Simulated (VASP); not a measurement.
ZnS:

```
Zn S
1.0
     0.00000    2.70200    2.70200
     2.70200    0.00000    2.70200
     2.70200    2.70200    0.00000
Zn S
1 1
Cartesian
  1.3510 1.3510 1.3510
  0.0000 0.0000 0.0000
```

Program: VASP 6.6.1. Alike in all runs: task single point; level PBE; potentials or basis VASP PAW PBE potentials, release 64 (Zn, S); no spin polarisation; cell as given; smearing gaussian 0.02 eV. Hardware: 1 thread of Intel(R) Xeon(R) Platinum 8259CL CPU @ 2.50GHz (Skylake/Cascade Lake) (shared host).

**Question.** Order these runs on this cell by their wall time, lowest first.
A. k mesh 8 × 8 × 8; cutoff (eV) 300
B. k mesh 12 × 12 × 12; cutoff (eV) 520
C. k mesh 8 × 8 × 8; cutoff (eV) 400

**Answer.** A (8.5 s), C (17 s), B (47 s).
